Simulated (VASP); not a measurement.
Computed with r2SCAN meta-GGA, VASP's PBE PAW potentials (set 64) (plane waves; VASP 6.6.1).

Input for VASP

**KPOINTS**
```
Regular mesh
0
gamma
 12 12 12
0 0 0
```

**POSCAR**
```
NiO
2.9618910
  0.0000000000   0.7071068113   0.7071068113
  0.7071068113   0.0000000000   0.7071068113
  0.7071068113   0.7071068113   0.0000000000
O Ni
1 1
Cartesian
  0.0000000000   0.0000000000   0.0000000000
  0.7071068113   0.7071068113   0.7071068113
```

### KPOINTS_OPT
```
k-points along high-symmetry lines
10
Line-mode
Reciprocal
  0.000000   0.000000   0.000000 ! GAMMA
  0.500000   0.000000   0.500000 ! X

  0.500000   0.000000   0.500000 ! X
  0.625000   0.250000   0.625000 ! U

  0.375000   0.375000   0.750000 ! K
  0.000000   0.000000   0.000000 ! GAMMA

  0.000000   0.000000   0.000000 ! GAMMA
  0.500000   0.500000   0.500000 ! L

  0.500000   0.500000   0.500000 ! L
  0.500000   0.250000   0.750000 ! W

  0.500000   0.250000   0.750000 ! W
  0.500000   0.000000   0.500000 ! X
```

INCAR:
```
ALGO  =  Normal
EDIFF  =  1E-7
ENCUT  =  520
ISIF  =  2
ISMEAR  =  -5
ISPIN  =  2
LASPH  =  .TRUE.
LCHARG  =  .FALSE.
LMAXMIX  =  4
LMIXTAU  =  .TRUE.
LORBIT  =  11
LREAL  =  .FALSE.
LWAVE  =  .FALSE.
MAGMOM  =  0.3 1.7
METAGGA  =  R2SCAN
NEDOS  =  601
NELM  =  100
PREC  =  Accurate
SYSTEM  =  NiO
```

POTCAR, in this order: O Ni (PBE.64 set). Program: vasp_std.

Output of the run:

### OSZICAR
```
       N       E                     dE             d eps       ncg     rms          rms(c)
DAV:   1     0.670084856634E+02    0.67008E+02   -0.82780E+03  3776   0.167E+03
DAV:   2    -0.201819839121E+02   -0.87190E+02   -0.75951E+02  4004   0.275E+02
DAV:   3    -0.250877342330E+02   -0.49058E+01   -0.47408E+01  4109   0.721E+01
DAV:   4    -0.251341033957E+02   -0.46369E-01   -0.46300E-01  4199   0.693E+00
DAV:   5    -0.251349397814E+02   -0.83639E-03   -0.83666E-03  4093   0.991E-01    0.153E+01
DAV:   6    -0.202437018112E+02    0.48912E+01   -0.25714E+01  3924   0.104E+02    0.194E+01
DAV:   7    -0.198625902064E+02    0.38111E+00   -0.41382E+00  4377   0.634E+01    0.833E+00
DAV:   8    -0.200969458277E+02   -0.23436E+00   -0.38721E-01  4475   0.979E+00    0.498E+00
DAV:   9    -0.201120140059E+02   -0.15068E-01   -0.47531E-02  5553   0.535E+00    0.812E-01
DAV:  10    -0.201091779654E+02    0.28360E-02   -0.34765E-02  4089   0.321E+00    0.484E-01
DAV:  11    -0.201108123707E+02   -0.16344E-02   -0.72888E-03  4280   0.162E+00    0.133E-01
DAV:  12    -0.201108907746E+02   -0.78404E-04   -0.21372E-04  4436   0.272E-01    0.277E-02
DAV:  13    -0.201109122587E+02   -0.21484E-04   -0.27819E-05  3952   0.735E-02    0.148E-02
DAV:  14    -0.201109137116E+02   -0.14529E-05   -0.37512E-06  3975   0.342E-02    0.340E-03
DAV:  15    -0.201109156999E+02   -0.19883E-05   -0.88378E-07  3889   0.153E-02    0.126E-03
DAV:  16    -0.201109152825E+02    0.41745E-06   -0.40753E-08  2032   0.441E-03    0.521E-04
DAV:  17    -0.201109154279E+02   -0.14545E-06   -0.15193E-08  1882   0.193E-03    0.318E-04
DAV:  18    -0.201109153776E+02    0.50313E-07   -0.45353E-09  1887   0.101E-03
   1 F= -.20110915E+02 E0= -.20110915E+02  d E =0.000000E+00  mag=     2.0000
       N       E                     dE             ncg
```

OUTCAR:
```
------------------------ aborting loop because EDIFF is reached ----------------------------------------
  FORCE on cell =-STRESS in cart. coord.  units (eV):
  Direction    XX          YY          ZZ          XY          YZ          ZX
  --------------------------------------------------------------------------------------
  Total        0.0067546      0.0067546      0.0067546      0.0000000     -0.0000000      0.0000000
  in kB        0.5889995      0.5889995      0.5889995      0.0000000     -0.0000000      0.0000000
  external PRESSURE =       0.5889995 kB  Pullay stress =       0.0000000 kB
  volume of cell :       18.37
      direct lattice vectors                 reciprocal lattice vectors
     0.000000000  2.094373300  2.094373300    -0.238734900  0.238734900  0.238734900
     2.094373300  0.000000000  2.094373300     0.238734900 -0.238734900  0.238734900
     2.094373300  2.094373300  0.000000000     0.238734900  0.238734900 -0.238734900
 POSITION                                       TOTAL-FORCE (eV/Angst)
 -----------------------------------------------------------------------------------
      0.00000      0.00000      0.00000         0.000000      0.000000      0.000000
      2.09437      2.09437      2.09437        -0.000000     -0.000000     -0.000000
 -----------------------------------------------------------------------------------
    total drift:                                0.000000     -0.000000      0.000000
  FREE ENERGIE OF THE ION-ELECTRON SYSTEM (eV)
  ---------------------------------------------------
  free  energy   TOTEN  =       -20.1109153776 eV

  energy  without entropy=      -20.1109153776  energy(sigma->0) =      -20.11091538

 total charge

# of ion       s       p       d       tot
------------------------------------------
    1        1.555   3.491   0.000   5.045
    2        0.334   0.413   8.167   8.913
--------------------------------------------------
tot          1.889   3.903   8.167  13.958

 magnetization (x)

# of ion       s       p       d       tot
------------------------------------------
    1        0.028   0.248   0.000   0.276
    2        0.011   0.012   1.671   1.694
--------------------------------------------------
tot          0.039   0.259   1.671   1.969
```
(Selected blocks of OUTCAR.)

The moments were started parallel, and other spin orders were not tried in this run.

The structure was generated: NiO was put into the rocksalt type (Fm-3m), which need not be its known phase. It was relaxed first, which changed the volume by +13 %.
